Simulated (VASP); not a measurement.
```xyz
1
Lattice="0.0000 2.5367 2.5367 2.5367 0.0000 2.5367 2.5367 2.5367 0.0000" Properties=species:S:1:pos:R:3 pbc="T T T"
Pb     0.0000     0.0000     0.0000
```

Computed with revPBE GGA, VASP's PBE PAW potentials (set 64) (plane waves; VASP). Numerical set-up: 520 eV cut-off, 11×11×11 Γ-centred mesh, first-order Methfessel-Paxton smearing of 0.10 eV, potentials Pb_d.

Unless said otherwise, spin-orbit coupling is left out, though it shifts the bands of the heavy elements here.

### Question
Predict the energy per atom (σ→0), band gap (on the k-mesh) with the smallest direct gap where there is one.

### Answer

| Property | Value |
|---|---|
| band gap (on the k-mesh) | none (metal, semimetal or under 0.01 eV) |
| energy per atom (σ→0) | -3.246 eV/atom |

The absolute energy has meaning only against runs of the same code, potentials and settings.

The compound is Pb in the fcc structure. It was relaxed first, which changed the volume by +8 %. The start is the result of an earlier pass.
